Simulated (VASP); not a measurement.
# CaCoAu3 (Pm-3m) in VASP: single point with RPBE+D3+U

Aim: the single point of CaCoAu3 with RPBE+D3+U.

Everything below comes from runs of VASP 6.6.1. Logs are shortened: lines on timing, memory, paths and dates and some standing lists are left out, and cuts for length are marked.

### Step 1. The structure

It takes space group Pm-3m (No. 221, cubic). The conventional cell has a = 4.851 Å, b = 4.851 Å, c = 4.851 Å, α = 90.00°, β = 90.00°, γ = 90.00°. Ca (site symmetry m-3m) is surrounded by 12 Au at 3.43 Å. Around Co (site symmetry m-3m) lie 6 Au at 2.43 Å. Au (site symmetry 4/mmm) has 2 Co at 2.43 Å as nearest neighbours.

The cell was built by a generator and needn't be a form met in nature.

### Step 2. Single point, RPBE+D3+U, collinear spin, random start

Input file INCAR:

```
SYSTEM = CaCoAu3
ALGO = Fast
EDIFF = 1E-6
ENCUT = 520
GGA = RP
ISIF = 2
ISMEAR = 1
ISPIN = 2
IVDW = 11
LASPH = .TRUE.
LCHARG = .FALSE.
LDAU = .TRUE.
LDAUJ = 0 1 1
LDAUL = -1 2 2
LDAUPRINT = 1
LDAUTYPE = 1
LDAUU = 0 6.2 4
LMAXMIX = 4
LORBIT = 11
LREAL = .FALSE.
LWAVE = .FALSE.
MAGMOM = 0 -0.24 0 0 0
NBANDS = 38
NELM = 100
PREC = Accurate
SIGMA = 0.1
```

Input file KPOINTS:

```
k-points
0
G
  6 6 6
  0 0 0
```

Input file POSCAR:

```
CaCoAu3
4.851
    1.000008245723      0.000000000000      0.000000000000
    0.000000000000      1.000008245723      0.000000000000
    0.000000000000      0.000000000000      1.000008245723
Ca Co Au
1 1 3
Direct
    0.0000000000      0.0000000000      0.0000000000
    0.5000000000      0.5000000000      0.5000000000
    0.0000000000      0.5000000000      0.5000000000
    0.5000000000      0.0000000000      0.5000000000
    0.5000000000      0.5000000000      0.0000000000
```

Potentials or basis: VASP PAW PBE potentials, release 64 (Ca_sv, Co, Au).

The run is started by

```bash
$ cat potpaw_PBE.64/Ca_sv/POTCAR potpaw_PBE.64/Co/POTCAR potpaw_PBE.64/Au/POTCAR > POTCAR
$ mpirun -np 1 vasp_std > vasp.out
```

OUTCAR:

```text
SYSTEM = CaCoAu3
   EDIFF = 1E-6
   ENCUT = 520
   GGA = RP
   ISIF = 2
   ISMEAR = 1
   ISPIN = 2
   IVDW = 11
   LASPH = .TRUE.
   LORBIT = 11
   LREAL = .FALSE.
   NELM = 100
   PREC = Accurate
 IVDW          = 11

 ion  position               nearest neighbor table
   1  0.000  0.000  0.000-
   2  0.500  0.500  0.500-   3 2.43   4 2.43   5 2.43   5 2.43   4 2.43   3 2.43
   3  0.000  0.500  0.500-   2 2.43   2 2.43   5 3.43   5 3.43   4 3.43   4 3.43   4 3.43   5 3.43
                             5 3.43   4 3.43
   4  0.500  0.000  0.500-   2 2.43   2 2.43   5 3.43   5 3.43   3 3.43   3 3.43   5 3.43   5 3.43
                             3 3.43   3 3.43
   5  0.500  0.500  0.000-   2 2.43   2 2.43   4 3.43   3 3.43   3 3.43   4 3.43   4 3.43   4 3.43
                             3 3.43   3 3.43

  LATTYP: Found a simple cubic cell.
 ALAT       =     4.8510400000

  Lattice vectors:

 A1 = (   4.8510400000,   0.0000000000,   0.0000000000)
 A2 = (   0.0000000000,   4.8510400000,   0.0000000000)
 A3 = (   0.0000000000,   0.0000000000,   4.8510400000)

Analysis of symmetry for initial positions (statically):
=====================================================================
 Subroutine PRICEL returns:
 Original cell was already a primitive cell.

 Routine SETGRP: Setting up the symmetry group for a
 simple cubic supercell.

 Subroutine GETGRP returns: Found 48 space group operations
 (whereof 48 operations were pure point group operations)
 out of a pool of 48 trial point group operations.

The static configuration has the point symmetry O_h .

Analysis of symmetry for dynamics (positions and initial velocities):
=====================================================================
 Subroutine PRICEL returns:
 Original cell was already a primitive cell.

 Routine SETGRP: Setting up the symmetry group for a
 simple cubic supercell.

 Subroutine GETGRP returns: Found 48 space group operations
 (whereof 48 operations were pure point group operations)
 out of a pool of 48 trial point group operations.

The dynamic configuration has the point symmetry O_h .

Analysis of structural, dynamic, and magnetic symmetry:
=====================================================================
 Subroutine PRICEL returns:
 Original cell was already a primitive cell.

 Routine SETGRP: Setting up the symmetry group for a
 simple cubic supercell.

 Subroutine GETGRP returns: Found 48 space group operations
 (whereof 48 operations were pure point group operations)
 out of a pool of 48 trial point group operations.

The overall configuration has the point symmetry O_h .

 Subroutine INISYM returns: Found 48 space group operations
 (whereof 48 operations are pure point group operations),
 and found     1 'primitive' translations

----------------------------------------------------------------------------------------

                                     Primitive cell

  volume of cell :     114.1575

  direct lattice vectors                    reciprocal lattice vectors
     4.851040000  0.000000000  0.000000000     0.206141364  0.000000000  0.000000000
     0.000000000  4.851040000  0.000000000     0.000000000  0.206141364  0.000000000
     0.000000000  0.000000000  4.851040000     0.000000000  0.000000000  0.206141364

  length of vectors
     4.851040000  4.851040000  4.851040000     0.206141364  0.206141364  0.206141364

  position of ions in fractional coordinates (direct lattice)
     0.000000000  0.000000000  0.000000000
     0.500000000  0.500000000  0.500000000
     0.000000000  0.500000000  0.500000000
     0.500000000  0.000000000  0.500000000
     0.500000000  0.500000000  0.000000000

  ion indices of the primitive-cell ions
   primitive index   ion index
                 1           1
[... 83 lines left out ...]
   NUPDOWN=      -1.0000    fix difference up-down
   EMIN   =  10.00;   EMAX   =-10.00  energy-range for DOS
   EFERMI =   0.00;   METHOD = LEGACY
   ISMEAR =     1;   SIGMA  =   0.10  broadening in eV -4-tet -1-fermi 0-gaus
   EFERMI_NEDOS =   21; number of points for ismear=-14 and -15
   IALGO  =     68    algorithm
   IMIX   =      4    mixing-type and parameters
     AMIX     =   0.40;   BMIX     =  1.00
     AMIX_MAG =   1.60;   BMIX_MAG =  1.00
  volume/ion in A,a.u.               =      22.83       154.07
  Fermi-wavevector in a.u.,A,eV,Ry     =   1.259624  2.380345 21.587736  1.586654
  Thomas-Fermi vector in A             =   2.393175
   LORBIT       =     11    0 simple, 1 ext, 2 COOP (PROOUT), +10 PAW based schemes
 LDA+U is selected, type is set to LDAUTYPE =  1
   angular momentum for each species LDAUL =    -1    2    2
   U (eV)           for each species LDAUU =   0.0  6.2  4.0
   J (eV)           for each species LDAUJ =   0.0  1.0  1.0
   GGA     = RP    functional components
   LHFCALC =     F    Hartree Fock is set to
   AEXX    =    0.0000 exact exchange contribution
   IVDW    =    11    specifies the selected vdW correction
   LEPSILON=     F    determine dielectric tensor
   LRPA    =     F    only Hartree local field effects (RPA)
 spin polarized calculation
 RMM-DIIS sequential band-by-band and
 Methfessel and Paxton  Order N= 1 SIGMA  =   0.10
  energy-cutoff  :      520.00
  volume of cell :      114.16
 maximum number of plane-waves:      3112
   NGX = 19   NGY = 19   NGZ = 19

atom =   2  type =  2  l = 2

 onsite density matrix

spin component  1
[... 116 lines left out ...]
  o =  0.8799  v =  0.0000  0.1370 -0.0000  0.9906 -0.0000  0.0000  0.0000  0.0000  0.0000  0.0000      0.0000  0.0000  0.0000  0.0000  0.0000  0.0000  0.0000  0.0000  0.0000  0.0000
  o =  0.8799  v =  0.0000 -0.9906 -0.0000  0.1370 -0.0000  0.0000  0.0000  0.0000  0.0000  0.0000      0.0000  0.0000  0.0000  0.0000  0.0000  0.0000  0.0000  0.0000  0.0000  0.0000
  o =  0.8886  v =  0.0000  0.0000  0.0000  0.0000  0.0000  0.0000 -0.0000 -1.0000 -0.0000 -0.0000      0.0000  0.0000  0.0000  0.0000  0.0000  0.0000  0.0000  0.0000  0.0000  0.0000
  o =  0.8918  v =  0.0000  0.0000 -1.0000 -0.0000 -0.0000  0.0000  0.0000  0.0000  0.0000  0.0000      0.0000  0.0000  0.0000  0.0000  0.0000  0.0000  0.0000  0.0000  0.0000  0.0000
  o =  0.8949  v =  1.0000  0.0000  0.0000  0.0000  0.0000  0.0000  0.0000  0.0000  0.0000  0.0000      0.0000  0.0000  0.0000  0.0000  0.0000  0.0000  0.0000  0.0000  0.0000  0.0000
  o =  0.8957  v =  0.0000  0.0000  0.0000  0.0000  0.0000  1.0000  0.0000  0.0000  0.0000  0.0000      0.0000  0.0000  0.0000  0.0000  0.0000  0.0000  0.0000  0.0000  0.0000  0.0000
  o =  0.9035  v =  0.0000  0.0000  0.0000  0.0000  0.0000  0.0000 -0.0000 -0.0000  0.0000  1.0000      0.0000  0.0000  0.0000  0.0000  0.0000  0.0000  0.0000  0.0000  0.0000  0.0000
  o =  0.9038  v =  0.0000  0.0000  0.0000 -0.0000 -1.0000  0.0000  0.0000  0.0000  0.0000  0.0000      0.0000  0.0000  0.0000  0.0000  0.0000  0.0000  0.0000  0.0000  0.0000  0.0000
  o =  0.9039  v =  0.0000  0.0000  0.0000  0.0000  0.0000  0.0000  0.9507 -0.0000 -0.3100  0.0000      0.0000  0.0000  0.0000  0.0000  0.0000  0.0000  0.0000  0.0000  0.0000  0.0000
  o =  0.9039  v =  0.0000  0.0000  0.0000  0.0000  0.0000  0.0000 -0.3100  0.0000 -0.9507  0.0000      0.0000  0.0000  0.0000  0.0000  0.0000  0.0000  0.0000  0.0000  0.0000  0.0000

 number of electron      51.9999995 magnetization      -2.5437071

 Free energy of the ion-electron system (eV)
  ---------------------------------------------------
  ext. energy  EPLUGINS =         0.00000000
  ---------------------------------------------------
  free energy    TOTEN  =        -9.57319795 eV

  energy without entropy =       -9.57589676  energy(sigma->0) =       -9.57409755

 E-fermi :   5.7255     XC(G=0): -10.1362

 val. band max:        5.6327512352   @ k =   0.3333   0.3333   0.1667
 cond. band min:       5.7750919492   @ k =   0.5000   0.3333   0.0000
 fundamental gap:      0.1423407140
 Fermi energy:         5.7255373330

 spin component 1

 k-point     1 :       0.0000    0.0000    0.0000
  band No.  band energies     occupation
      1     -36.5709      1.00000
      2     -17.4704      1.00000
      3     -17.4704      1.00000
      4     -17.4704      1.00000
      5      -2.4341      1.00000
      6      -1.8153      1.00000
[... 809 lines left out ...]
     37       9.9321      0.00000
     38      17.2855      0.00000
 Fermi energy:         5.7255373330

 spin component 2

 k-point     1 :       0.0000    0.0000    0.0000
  band No.  band energies     occupation
      1     -36.5519      1.00000
      2     -17.4503      1.00000
      3     -17.4503      1.00000
      4     -17.4503      1.00000
      5      -2.7726      1.00000
      6      -2.7726      1.00000
[... 809 lines left out ...]
     37      10.0328      0.00000
     38      17.1860      0.00000

------------------------ aborting loop because EDIFF is reached ----------------------------------------

 Edisp (eV)   -4.14422

 E8    (eV) :    -1.2554

  FORCE on cell =-STRESS in cart. coord.  units (eV):
  Direction    XX          YY          ZZ          XY          YZ          ZX
  --------------------------------------------------------------------------------------
  -------------------------------------------------------------------------------------
  Total       2.09611     2.09611     2.09611     0.00000     0.00000    -0.00000
  in kB      29.41852    29.41852    29.41852     0.00000     0.00000    -0.00000
  external pressure =       29.42 kB  Pullay stress =        0.00 kB

 VOLUME and BASIS-vectors are now :
 -----------------------------------------------------------------------------
  energy-cutoff  :      520.00
  volume of cell :      114.16
      direct lattice vectors                 reciprocal lattice vectors
     4.851040000  0.000000000  0.000000000     0.206141364  0.000000000  0.000000000
     0.000000000  4.851040000  0.000000000     0.000000000  0.206141364  0.000000000
     0.000000000  0.000000000  4.851040000     0.000000000  0.000000000  0.206141364

 POSITION                                       TOTAL-FORCE (eV/Angst)
 -----------------------------------------------------------------------------------
      0.00000      0.00000      0.00000         0.000000      0.000000      0.000000
      2.42552      2.42552      2.42552         0.000000      0.000000      0.000000
      0.00000      2.42552      2.42552         0.000000      0.000000      0.000000
      2.42552      0.00000      2.42552         0.000000      0.000000      0.000000
      2.42552      2.42552      0.00000         0.000000      0.000000      0.000000
 -----------------------------------------------------------------------------------
    total drift:                                0.000000      0.000000      0.000000

  FREE ENERGIE OF THE ION-ELECTRON SYSTEM (eV)
  ---------------------------------------------------
  free  energy   TOTEN  =       -13.7174196448 eV

  energy  without entropy=      -13.7201184514  energy(sigma->0) =      -13.71831925

 total charge

# of ion       s       p       d       tot
------------------------------------------
    1        2.028   5.838   0.151   8.017
    2        0.517   0.523   7.036   8.076
    3        0.699   0.235   8.901   9.835
    4        0.699   0.235   8.901   9.835
    5        0.699   0.235   8.901   9.835
--------------------------------------------------
tot          4.641   7.067  33.890  45.598

 magnetization (x)

# of ion       s       p       d       tot
------------------------------------------
    1        0.002   0.003   0.016   0.021
    2       -0.026  -0.021  -2.616  -2.662
    3        0.006   0.019  -0.046  -0.020
    4        0.006   0.019  -0.046  -0.020
    5        0.006   0.019  -0.046  -0.020
--------------------------------------------------
tot         -0.005   0.040  -2.738  -2.703
```

Wall time 2.8 min (1 thread of Intel Xeon Platinum 8488C (Sapphire Rapids), shared host); peak memory 0.33 GiB.

Results:

| Item | Value |
| --- | --- |
| Free energy | -13.7174 eV |
| Pressure | 2.9 GPa |
| Band gap on the k mesh | none (metal or under the smearing width) |
| Net moment | -2.54 μB per cell |
| Site moments | Ca +0.02; Co -2.66; Au -0.02 μB |
| Valence electrons inside the program's atomic spheres | Ca 8.02; Co 8.08; Au 9.84 |
| Dispersion energy per atom | -0.829 eV |

Eigenvalues of the final occupation matrices:
```tsv
site	spin	trace	eigenvalues
site 2 d	1	2.22	0.11 0.11 0.11 0.95 0.95
site 2 d	2	4.84	0.95 0.95 0.98 0.98 0.98
site 3 d	1	4.45	0.88 0.88 0.89 0.89 0.90
site 3 d	2	4.50	0.89 0.90 0.90 0.90 0.90
site 4 d	1	4.45	0.88 0.88 0.89 0.89 0.90
site 4 d	2	4.50	0.89 0.90 0.90 0.90 0.90
site 5 d	1	4.45	0.88 0.88 0.89 0.89 0.90
site 5 d	2	4.50	0.89 0.90 0.90 0.90 0.90
```

Caveat: the PAW data sets were made with another functional, which shifts forces and pressure a little; pairwise dispersion overbinds metals, which lowers pressure and volume; the U is typed as a test and isn't derived for this compound.
